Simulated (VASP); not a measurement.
Wanted: the native input for a VASP 6.6.1 run.

```
Task                   : relaxation of cell and atoms
Functional             : LDA
Potentials or basis    : VASP PAW LDA potentials, release 64 (Zn, O)
Cutoff                 : 600 eV
k mesh                 : 9 × 9 × 6
Occupations            : gaussian, width 0.01 eV
Spin                   : no spin polarisation
Dipole correction      : no
Further INCAR settings : ALGO = Normal; EDIFF = 1e-06; IBRION = 2; EDIFFG = -0.001; NSW = 80; ISIF = 3
```

The structure of ZnO (zincite) lies in POSCAR:

```
ZnO
1.0
    3.1868519158      0.0000000000      0.0000000000
   -1.5934259579      2.7598947172      0.0000000000
    0.0000000000      0.0000000000      5.1534131039
Zn O
2 2
Direct
    0.3333333333      0.6666666667      0.5003362527
    0.6666666667      0.3333333333      0.0003362527
    0.6666666667      0.3333333333      0.3786737473
    0.3333333333      0.6666666667      0.8786737473
```

The cell isn't the ideal one: cell and atoms relaxed tightly for response.

The input as run:

INCAR

```
PREC = Accurate
ENCUT = 600
EDIFF = 1E-6
ISMEAR = 0
SIGMA = 0.01
LREAL = False
LASPH = True
NELM = 100
ALGO = Normal
ISIF = 3
LWAVE = False
LCHARG = False
GGA = CA
IBRION = 2
NSW = 80
EDIFFG = -0.001
```

KPOINTS

```
Automatic mesh
0
Gamma
  9 9 6
```

Potentials or basis: VASP PAW LDA potentials, release 64 (Zn, O).

Run with:

```sh
$ cat potpaw_LDA.64/Zn/POTCAR potpaw_LDA.64/O/POTCAR > POTCAR
$ mpirun -np 1 vasp_std > vasp.out
```

Results of the run:

| Quantity | Value |
| --- | --- |
| Relaxed volume | 11.41 Å³/atom |
| Relaxed cell | a = 3.194 Å, b = 3.194 Å, c = 5.165 Å, α = 90.00°, β = 90.00°, γ = 120.00° |
| Space group after relaxing (to 0.05 Å) | P6_3mc (No. 186) |
| Energy gained by relaxing | 0.3 meV/atom |
| Ionic steps | 21 |
| Pressure after relaxing | 0.0 GPa |
| Band gap on the k mesh | 0.80 eV, direct |

Wall time 4.4 min on 1 thread of Intel(R) Xeon(R) Platinum 8488C (Sapphire Rapids) (shared host), peak memory 0.19 GiB.
